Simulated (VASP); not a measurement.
```xyz
3
Lattice="0.0000 2.5337 2.5337 2.5337 0.0000 2.5337 2.5337 2.5337 0.0000" Properties=species:S:1:pos:R:3 pbc="T T T"
Zr     0.0000     0.0000     0.0000
O      1.2668     1.2668     1.2668
O      3.8005     3.8005     3.8005
```

Computed with PBEsol GGA, VASP's PBE PAW potentials (set 64) (plane waves; VASP). Settings: 620 eV cut-off, 8×8×8 Γ-centred mesh, Gaussian smearing of 0.050 eV, potentials Zr_sv O.

Question: The ions, cell shape and volume at an external pressure of 5.0 GPa are relaxed. Predict the relaxed structure.

Answer: 
```xyz
3
Lattice="0.0000 2.5170 2.5170 2.5170 0.0000 2.5170 2.5170 2.5170 0.0000" Properties=species:S:1:pos:R:3 pbc="T T T"
Zr     0.0000     0.0000     0.0000
O      1.2585     1.2585     1.2585
O      3.7755     3.7755     3.7755
```
Space group Fm-3m (225), at a tolerance of 0.03 Å.

Question: How do energy and volume change from the first to the last step?

Answer: The energy (σ→0) changes by +3.0 meV/atom and the volume by -2.0 %, in 3 ionic steps.

The compound is ZrO2 in the fluorite structure, the high-temperature cubic form, which is unstable at 0 K; the monoclinic form is the stable one. This run relaxes it under an external pressure of 5 GPa. Symmetry was kept, so distortions that lower it aren't found.
